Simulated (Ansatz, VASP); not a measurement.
# BaB2 (BaB2 in the AlB2 type) in two plane-wave programs

Wanted: the spread between two codes on one cell, functional and k mesh. The cell is generated by rule, not measured, and may not be a known phase. The cell is taken from a series of runs on this material, whose earlier steps may have relaxed, scaled, displaced or heated it; both programs get it as it stands.

Method: plane waves, with VASP 6.6.1 beside it; zone-centre phonons at PBE, in Ansatz 0.2.0.

The structure was built from a prototype and need not be the compound's stable phase.

### Step 1. Set-up

The structure is hexagonal, space group P6/mmm (No. 191). Conventional cell: a = 3.277 Å, b = 3.277 Å, c = 4.927 Å, α = 90.00°, β = 90.00°, γ = 120.00°. Nearest to Ba lie 12 B at 3.11 Å and 6 Ba at 3.28 Å. B has 3 B at 1.89 Å and 6 Ba at 3.11 Å nearest. Farther neighbours are not listed.

### Step 2. VASP: zone-centre phonons, PBE

Second derivatives magnify differences that forces hide, and they need a tight electronic threshold.

Lines of VASP's logs that name or quote its potential files are left out, and so is its time.

INCAR

```
SYSTEM = BaB2
PREC = Accurate
ENCUT = 500
EDIFF = 1E-08
NELM = 120
ISMEAR = 1
SIGMA = 0.2
LREAL = .FALSE.
ALGO = Normal
GGA = PE
NBANDS = 14
LORBIT = 11
LWAVE = .FALSE.
LCHARG = .FALSE.
ISIF = 2
IBRION = 8
LASPH = .TRUE.
GGA_COMPAT = .FALSE.
KPAR = 2
```

POSCAR

```
BaB2
1.0
    3.2769617576      0.0000000000      0.0000000000
   -1.6384808788      2.8379321293      0.0000000000
    0.0000000000      0.0000000000      4.9270407657
Ba B
1 2
Direct
    0.0000000000      0.0000000000      0.0000000000
    0.3333333333      0.6666666667      0.5000000000
    0.6666666667      0.3333333333      0.5000000000
```

KPOINTS

```
Automatic mesh
0
Gamma
6 6 4
0 0 0
```

Potentials, in the order of the species: Ba_sv and B (PBE family, release 64).

Started as:

```sh
$ mpirun -np 2 vasp_std
```

Numbers of over 12 decimals in the logs are rounded to 6 here.

What it wrote:

```text
[banner, memory and clock lines left out]
running    2 mpi-ranks, on    1 nodes
 distrk:  each k-point on    1 cores,    2 groups
 distr:  one band on    1 cores,    1 groups

 POSCAR found type information on POSCAR BaB
 POSCAR found :  2 types and       3 ions
 LDA part: xc-table for (Slater+PW92), standard interpolation
 POSCAR, INCAR and KPOINTS ok, starting setup
 FFT: planning ... GRIDC
 FFT: planning ... GRID_SOFT
 FFT: planning ... GRID
 WAVECAR not read
 entering main loop
       N       E                     dE             d eps       ncg     rms          rms(c)
DAV:   1     0.599159010014E+02    0.59916E+02   -0.72998E+03   588   0.102E+03
DAV:   2    -0.123393462730E+02   -0.72255E+02   -0.67731E+02   782   0.187E+02
DAV:   3    -0.150389184104E+02   -0.26996E+01   -0.26766E+01   846   0.337E+01
DAV:   4    -0.150695074053E+02   -0.30589E-01   -0.30576E-01   692   0.370E+00
DAV:   5    -0.150703576350E+02   -0.85023E-03   -0.85003E-03   802   0.487E-01    0.749E+00
DAV:   6    -0.140958156989E+02    0.97454E+00   -0.13413E+00   698   0.764E+00    0.556E+00
DAV:   7    -0.140712200741E+02    0.24596E-01   -0.14108E-01   676   0.248E+00    0.264E+00
DAV:   8    -0.140604215706E+02    0.10799E-01   -0.21595E-02   806   0.113E+00    0.506E-01
DAV:   9    -0.140606006691E+02   -0.17910E-03   -0.13950E-03   764   0.305E-01    0.818E-02
DAV:  10    -0.140606359204E+02   -0.35251E-04   -0.26101E-04   738   0.115E-01    0.269E-02
DAV:  11    -0.140606088990E+02    0.27021E-04   -0.51902E-05   702   0.498E-02    0.749E-03
DAV:  12    -0.140606075346E+02    0.13644E-05   -0.65900E-06   750   0.195E-02    0.346E-03
DAV:  13    -0.140606072163E+02    0.31830E-06   -0.64658E-07   744   0.584E-03    0.117E-03
DAV:  14    -0.140606072594E+02   -0.43099E-07   -0.45738E-08   734   0.159E-03    0.316E-04
DAV:  15    -0.140606072394E+02    0.20058E-07   -0.52857E-09   522   0.675E-04    0.969E-05
DAV:  16    -0.140606072390E+02    0.32992E-09   -0.62976E-10   408   0.201E-04
   1 F= -.14060607E+02 E0= -.14057489E+02  d E =-.935334E-02
 Linear response reoptimize wavefunctions to high precision
DAV:   1    -0.140606072421E+02   -0.30484E-08   -0.18446E-10   422   0.118E-04
DAV:   2    -0.140606072421E+02    0.37062E-10   -0.31135E-11   366   0.339E-05
 Linear response DOF=           4
 Linear response progress:
  Degree of freedom:   1/  4
       N       E                     dE             d eps       ncg     rms          rms(c)
RMM:   1    -0.159970076466E+00   -0.15997E+00    0.20834E-01  1936   0.256E+00
RMM:   2    -0.166935822369E+00   -0.69657E-02   -0.21584E-02  1881   0.501E-01    0.918E-02
RMM:   3    -0.166733694725E+00    0.20213E-03   -0.10430E-03  2105   0.148E-01    0.524E-02
RMM:   4    -0.166632929109E+00    0.10077E-03   -0.16403E-04  2109   0.723E-02    0.162E-02
RMM:   5    -0.166824408571E+00   -0.19148E-03   -0.14268E-05  2142   0.183E-02    0.457E-03
RMM:   6    -0.166915171617E+00   -0.90763E-04   -0.12772E-06  2119   0.580E-03    0.471E-04
RMM:   7    -0.166919510070E+00   -0.43385E-05   -0.26288E-07  2318   0.143E-03    0.218E-04
RMM:   8    -0.166919175436E+00    0.33463E-06   -0.43121E-08  2271   0.455E-04    0.836E-05
RMM:   9    -0.166920136523E+00   -0.96109E-06    0.31966E-08  2340   0.182E-04    0.205E-05
RMM:  10    -0.166920252263E+00   -0.11574E-06    0.47930E-09  2437   0.679E-05    0.743E-06
RMM:  11    -0.166920302907E+00   -0.50645E-07   -0.14533E-08  2341   0.299E-05    0.319E-06
RMM:  12    -0.166920370826E+00   -0.67919E-07   -0.45868E-10  2281   0.210E-05    0.308E-07
RMM:  13    -0.166920367103E+00    0.37232E-08   -0.20890E-09  1858   0.165E-05    0.191E-07
 first order change of Fermi-energy   0.37826E-03
 force on displaced ion       1 direction 1 :  -2.788   0.000   0.000
 Linear response progress:
  Degree of freedom:   2/  4
       N       E                     dE             d eps       ncg     rms          rms(c)
RMM:   1    -0.232817623784E+00   -0.23282E+00    0.39966E-01  1011   0.317E+00
RMM:   2    -0.239462330111E+00   -0.66447E-02   -0.30088E-02   974   0.616E-01    0.118E-01
RMM:   3    -0.239069816059E+00    0.39251E-03   -0.19781E-03   994   0.207E-01    0.623E-02
RMM:   4    -0.238970980922E+00    0.98835E-04   -0.39463E-04  1022   0.997E-02    0.198E-02
RMM:   5    -0.238997527955E+00   -0.26547E-04   -0.35467E-05  1066   0.309E-02    0.644E-03
RMM:   6    -0.239025248250E+00   -0.27720E-04   -0.34652E-06  1119   0.656E-03    0.449E-03
RMM:   7    -0.239096841075E+00   -0.71593E-04   -0.71577E-07  1063   0.523E-03    0.499E-04
RMM:   8    -0.239094155272E+00    0.26858E-05   -0.61814E-07  1124   0.102E-03    0.192E-04
RMM:   9    -0.239088733077E+00    0.54222E-05    0.12991E-07  1072   0.492E-04    0.123E-04
RMM:  10    -0.239090616002E+00   -0.18829E-05   -0.50315E-09  1138   0.166E-04    0.377E-05
RMM:  11    -0.239091348742E+00   -0.73274E-06    0.19031E-08  1161   0.824E-05    0.158E-05
RMM:  12    -0.239091312278E+00    0.36464E-07    0.45900E-09  1158   0.406E-05    0.308E-06
RMM:  13    -0.239091323569E+00   -0.11291E-07    0.79545E-09  1212   0.165E-05    0.188E-06
RMM:  14    -0.239091326852E+00   -0.32834E-08   -0.38024E-09  1177   0.125E-05    0.470E-07
 first order change of Fermi-energy  -0.12765E-03
 force on displaced ion       1 direction 3 :  -0.000   0.000  -5.603
 Linear response progress:
  Degree of freedom:   3/  4
       N       E                     dE             d eps       ncg     rms          rms(c)
RMM:   1    -0.405301199747E-01   -0.40530E-01    0.73955E-03  3622   0.887E-01
RMM:   2    -0.400128955420E-01    0.51722E-03   -0.22154E-03  2957   0.184E-01    0.214E-01
RMM:   3    -0.401814126187E-01   -0.16852E-03   -0.90079E-04  2611   0.127E-01    0.101E-01
RMM:   4    -0.412487415167E-01   -0.10673E-02   -0.55873E-04  2774   0.969E-02    0.162E-02
RMM:   5    -0.412295086987E-01    0.19233E-04   -0.19610E-05  3072   0.185E-02    0.192E-03
RMM:   6    -0.412589349271E-01   -0.29426E-04   -0.21878E-06  3268   0.456E-03    0.695E-04
RMM:   7    -0.412543528588E-01    0.45821E-05   -0.33877E-07  3352   0.145E-03    0.142E-04
RMM:   8    -0.412552185946E-01   -0.86574E-06    0.39031E-07  3674   0.357E-04    0.748E-05
RMM:   9    -0.412551671696E-01    0.51425E-07   -0.24839E-07  3554   0.136E-04    0.254E-05
RMM:  10    -0.412550888270E-01    0.78343E-07   -0.69773E-08  3635   0.546E-05    0.487E-06
RMM:  11    -0.412550884397E-01    0.38734E-09   -0.15716E-09  3837   0.181E-05    0.228E-06
 first order change of Fermi-energy  -0.38143E-04
 force on displaced ion       2 direction 1 :   3.631  -0.009   0.000
 Linear response progress:
  Degree of freedom:   4/  4
       N       E                     dE             d eps       ncg     rms          rms(c)
RMM:   1    -0.419253398170E-01   -0.41925E-01    0.63382E-03  1433   0.862E-01
RMM:   2    -0.410971326122E-01    0.82821E-03   -0.17721E-03  1178   0.188E-01    0.964E-02
RMM:   3    -0.410333020916E-01    0.63831E-04   -0.66698E-04  1131   0.104E-01    0.431E-02
RMM:   4    -0.412276255564E-01   -0.19432E-03   -0.17343E-04  1190   0.519E-02    0.154E-02
RMM:   5    -0.412618237381E-01   -0.34198E-04   -0.19732E-05  1227   0.218E-02    0.407E-03
RMM:   6    -0.412654375687E-01   -0.36138E-05   -0.33041E-06  1276   0.745E-03    0.140E-03
RMM:   7    -0.412530239741E-01    0.12414E-04   -0.74384E-07  1270   0.256E-03    0.305E-04
RMM:   8    -0.412531708556E-01   -0.14688E-06   -0.13187E-07  1371   0.742E-04    0.111E-04
RMM:   9    -0.412533635759E-01   -0.19272E-06   -0.32184E-07  1425   0.218E-04    0.618E-05
RMM:  10    -0.412532952903E-01    0.68286E-07   -0.71180E-08  1351   0.955E-05    0.133E-05
RMM:  11    -0.412533758192E-01   -0.80529E-07   -0.16740E-08  1431   0.333E-05    0.264E-06
RMM:  12    -0.412533658373E-01    0.99819E-08    0.15542E-10  1379   0.124E-05    0.833E-07
 first order change of Fermi-energy  -0.52747E-04
 force on displaced ion       2 direction 3 :   0.000  -0.000  -8.989
 Linear response finished
```

From OUTCAR (step 2):

```text
ion  position               nearest neighbor table
   1  0.000  0.000  0.000-   2 3.11   3 3.11   2 3.11   3 3.11   2 3.11   2 3.11   3 3.11   3 3.11
                             3 3.11   3 3.11   2 3.11   2 3.11
   2  0.333  0.667  0.500-   3 1.89   3 1.89   3 1.89   1 3.11   1 3.11   1 3.11   1 3.11   1 3.11
                             1 3.11
   3  0.667  0.333  0.500-   2 1.89   2 1.89   2 1.89   1 3.11   1 3.11   1 3.11   1 3.11   1 3.11
                             1 3.11

  LATTYP: Found a hexagonal cell.
 ALAT       =     3.2769617576
 C/A-ratio  =     1.5035392935

 Subroutine GETGRP returns: Found 24 space group operations
 (whereof 24 operations were pure point group operations)

The static configuration has the point symmetry D_6h.

 Found     21 irreducible k-points:

   k-points           NKPTS =     21   k-points in BZ     NKDIM =     21   number of bands    NBANDS=     14

   dimension x,y,z NGX =    24 NGY =   24 NGZ =   36
   dimension x,y,z NGXF=    48 NGYF=   48 NGZF=   72

   ENCUT  =  500.0 eV  36.75 Ry    6.06 a.u.   5.97  5.97  8.98*2*pi/ulx,y,z

   NELECT =      16.0000    total number of electrons

 k-points in reciprocal lattice and weights: Automatic mesh
   0.00000000  0.00000000  0.00000000       0.007
   0.16666667  0.00000000  0.00000000       0.042
   0.33333333  0.00000000  0.00000000       0.042
   0.50000000  0.00000000  0.00000000       0.021
   0.16666667  0.16666667  0.00000000       0.042
   0.33333333  0.16666667  0.00000000       0.083
   0.33333333  0.33333333  0.00000000       0.014
   0.00000000  0.00000000  0.25000000       0.014
   0.16666667  0.00000000  0.25000000       0.083
[...]
0.33333333  0.16666667  0.50000000       0.083
   0.33333333  0.33333333  0.50000000       0.014

 average (electrostatic) potential at core
       1 -34.9897       2 -27.2072       3 -27.2072

  Total        0.2830527      0.2830527      1.1236294      0.0000000     -0.0000000     -0.0000000
  in kB        9.8973383      9.8973383     39.2892852      0.0000000     -0.0000000     -0.0000000
  external PRESSURE =      19.6946539 kB  Pullay stress =       0.0000000 kB

  energy-cutoff  :      500.00
  volume of cell :       45.82
      direct lattice vectors                 reciprocal lattice vectors
     3.276961758  0.000000000  0.000000000     0.305160717  0.176184622  0.000000000
    -1.638480879  2.837932129  0.000000000     0.000000000  0.352369244  0.000000000
     0.000000000  0.000000000  4.927040766     0.000000000  0.000000000  0.202961584

 POSITION                                       TOTAL-FORCE (eV/Angst)
 -----------------------------------------------------------------------------------
      0.00000      0.00000      0.00000        -0.000000      0.000000     -0.000000
     -0.00000      1.89195      2.46352         0.000000     -0.000000     -0.000000
      1.63848      0.94598      2.46352        -0.000000      0.000000      0.000000
 -----------------------------------------------------------------------------------
    total drift:                               -0.000000      0.000000      0.000000

 Eigenvectors and eigenvalues of the dynamical matrix
 ----------------------------------------------------

   1 f  =   18.522694 THz   116.381518 2PiTHz  617.850565 cm-1    76.603672 meV
             X         Y         Z           dx          dy          dz
      0.000000  0.000000  0.000000     0.000000   -0.000000    0.000000
     -0.000000  1.891955  2.463520    -0.000000    0.000000   -0.707107
      1.638481  0.945977  2.463520    -0.000000    0.000000    0.707107

   2 f  =    8.560771 THz    53.788911 2PiTHz  285.556587 cm-1    35.404489 meV
             X         Y         Z           dx          dy          dz
      0.000000  0.000000  0.000000     0.000000   -0.000000    0.368855
     -0.000000  1.891955  2.463520    -0.000000    0.000000   -0.657247
      1.638481  0.945977  2.463520    -0.000000    0.000000   -0.657247

   3 f  =    6.027688 THz    37.873078 2PiTHz  201.062017 cm-1    24.928502 meV
             X         Y         Z           dx          dy          dz
      0.000000  0.000000  0.000000    -0.369560   -0.000001   -0.000000
     -0.000000  1.891955  2.463520     0.657049    0.000002   -0.000000
      1.638481  0.945977  2.463520     0.657049    0.000002   -0.000000

   4 f  =    6.027688 THz    37.873078 2PiTHz  201.062017 cm-1    24.928502 meV
             X         Y         Z           dx          dy          dz
      0.000000  0.000000  0.000000     0.000001   -0.369560   -0.000000
     -0.000000  1.891955  2.463520    -0.000002    0.657049    0.000000
      1.638481  0.945977  2.463520    -0.000002    0.657049    0.000000

   5 f/i=    0.000285 THz     0.001788 2PiTHz    0.009491 cm-1     0.001177 meV
             X         Y         Z           dx          dy          dz
      0.000000  0.000000  0.000000    -0.000000   -0.000000    0.929487
     -0.000000  1.891955  2.463520    -0.000000   -0.000000    0.260820
      1.638481  0.945977  2.463520    -0.000000   -0.000000    0.260820

   6 f/i=    0.004772 THz     0.029984 2PiTHz    0.159181 cm-1     0.019736 meV
             X         Y         Z           dx          dy          dz
      0.000000  0.000000  0.000000     0.765276    0.527047    0.000000
     -0.000000  1.891955  2.463520     0.215216    0.148220    0.000000
      1.638481  0.945977  2.463520     0.215216    0.148220    0.000000

   7 f/i=    0.004772 THz     0.029984 2PiTHz    0.159181 cm-1     0.019736 meV
             X         Y         Z           dx          dy          dz
      0.000000  0.000000  0.000000    -0.527047    0.765276   -0.000000
     -0.000000  1.891955  2.463520    -0.148220    0.215216   -0.000000
      1.638481  0.945977  2.463520    -0.148220    0.215216   -0.000000

   8 f/i=   13.983570 THz    87.861364 2PiTHz  466.441702 cm-1    57.831374 meV
             X         Y         Z           dx          dy          dz
      0.000000  0.000000  0.000000     0.000000   -0.000000    0.000000
     -0.000000  1.891955  2.463520     0.000004    0.707107    0.000000
      1.638481  0.945977  2.463520    -0.000004   -0.707107   -0.000000

   9 f/i=   13.983570 THz    87.861364 2PiTHz  466.441702 cm-1    57.831374 meV
             X         Y         Z           dx          dy          dz
      0.000000  0.000000  0.000000    -0.000000   -0.000000    0.000000
     -0.000000  1.891955  2.463520     0.707107   -0.000004   -0.000000
      1.638481  0.945977  2.463520    -0.707107    0.000004   -0.000000

 ELASTIC MODULI CONTR FROM IONIC RELAXATION (kBar)
 Direction    XX          YY          ZZ          XY          YZ          ZX
 --------------------------------------------------------------------------------
 XX           0.0000     -0.0000      0.0000     -0.0000     -0.0000     -0.0000
 YY          -0.0000      0.0000      0.0000     -0.0000      0.0000      0.0000
 ZZ           0.0000      0.0000      0.0000      0.0000      0.0000      0.0000
 XY           0.0000     -0.0000      0.0000     -0.0000      0.0000      0.0000
 YZ          -0.0000      0.0000      0.0000      0.0000     -0.0000     -0.0000
 ZX          -0.0000      0.0000      0.0000      0.0000     -0.0000     -0.0000
 --------------------------------------------------------------------------------
```

(Continued in part 2 of 2.)

[Lines on the potential files, build, host, timing and source positions are cut from VASP's logs without a mark.]

[Logs are printed without paths, hosts, clocks, repeated set-up lines and the standing remarks that a program may print on its own settings, such as how far it seeks lower states.]

[Hosts, paths, dates, database ids (printed as entryN), source tags and the programs' standing remarks are cut or masked in the printed files.]
